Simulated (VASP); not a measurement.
```xyz
20
Lattice="8.2890 0.0000 0.0000 0.0000 11.6473 0.0000 0.0000 0.0000 7.9431" Properties=species:S:1:pos:R:3 pbc="T T T"
Cs     3.6458     2.9118     4.1260
Cs     4.6432     8.7355     3.8171
Cs     0.4987     8.7355     0.1545
Cs     7.7903     2.9118     7.7886
Pb     0.0000     5.8236     3.9716
Pb     4.1445     5.8236     0.0000
Pb     4.1445     0.0000     0.0000
Pb     0.0000     0.0000     3.9716
Br     8.2371     8.7355     4.4455
Br     0.0519     2.9118     3.4976
Br     4.1964     2.9118     0.4740
Br     4.0926     8.7355     7.4691
Br     1.6663     0.3692     6.3766
Br     6.6227    11.2781     1.5665
Br     2.4782    11.2781     2.4051
Br     5.8108     0.3692     5.5380
Br     5.8108     5.4544     5.5380
Br     2.4782     6.1929     2.4051
Br     6.6227     6.1929     1.5665
Br     1.6663     5.4544     6.3766
```

Computed with PBE GGA, VASP's PBE PAW potentials (set 64) (plane waves; VASP). Run with LREAL = Auto, 240 eV cut-off, 2×2×2 Γ-centred mesh, Gaussian smearing of 0.14 eV, potentials Cs_sv Pb_d Br.

At this cut-off the stress carries a Pulay error, which pulls relaxed volumes low.  Energy and stress use the plane-wave basis of the starting cell.

Question: The ions, cell shape and volume are relaxed. Which structure does the run end with?

Answer: 
```xyz
20
Lattice="8.4732 0.0000 0.0000 0.0000 11.8257 0.0000 0.0000 0.0000 8.0801" Properties=species:S:1:pos:R:3 pbc="T T T"
Cs     3.6682     2.9564     4.2047
Cs     4.8049     8.8693     3.8754
Cs     0.5683     8.8693     0.1647
Cs     7.9048     2.9564     7.9154
Pb     8.4732     5.9128     4.0400
Pb     4.2366     5.9128     0.0000
Pb     4.2366     0.0000     0.0000
Pb     8.4732     0.0000     4.0400
Br     8.3930     8.8693     4.6378
Br     0.0801     2.9564     3.4422
Br     4.3167     2.9564     0.5978
Br     4.1565     8.8693     7.4823
Br     1.6774     0.4536     6.5186
Br     6.7957    11.3720     1.5615
Br     2.5592    11.3720     2.4785
Br     5.9140     0.4536     5.6015
Br     5.9140     5.4592     5.6015
Br     2.5592     6.3665     2.4785
Br     6.7957     6.3665     1.5615
Br     1.6774     5.4592     6.5186
```
Space group Pnma (62), at a tolerance of 0.03 Å.

Question: How do energy and volume change from the first to the last step?

Answer: The energy (σ→0) changes by -15.0 meV/atom and the volume by +5.6 %, in 30 ionic steps.

The structure comes from a computed database's CsPbBr3 entry; how it stands against other phases isn't given here. This run relaxes it. Symmetry was kept, so distortions that lower it aren't found. The run is one of a series of settings (EDIFFG = -0.01, ENCUT = 240, IBRION = 2, ISIF = 3, ISMEAR = 0, NSW = 50, SIGMA = 0.136, KPOINTS 2×2×2 Γ-centred mesh against the base run), some of them coarse on purpose.
